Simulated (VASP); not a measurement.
Crystal: C.

```
C
1.0
     0.00000    1.78350    1.78350
     1.78350    0.00000    1.78350
     1.78350    1.78350    0.00000
C
2
Direct
  0.00000 0.00000 0.00000
  0.25000 0.25000 0.25000
```

This isn't the form of C at room conditions, which is graphite.

Base run:

```yaml
Program: VASP 6.6.1
Functional: HSE06
Potentials_or_basis: VASP PAW PBE potentials, release 64 (C)
Cutoff: 420 eV
k_mesh: 8 × 8 × 8
Occupations: gaussian, width 0.05 eV
Spin: no spin polarisation
```

Its results: band gap on the k mesh 5.29 eV, indirect (least direct gap 6.98 eV).

Q: After a change of settings the same cell gave: band gap on the k mesh 6.02 eV, indirect (least direct gap 7.69 eV). Which change was it?
A. functional from HSE06 to LDA; potentials or basis from VASP PAW PBE potentials, release 64 (C) to VASP PAW LDA potentials, release 64 (C)
B. functional from HSE06 to PBE0
C. functional from HSE06 to PBE

A: B.

Not every run made on this cell is shown here.
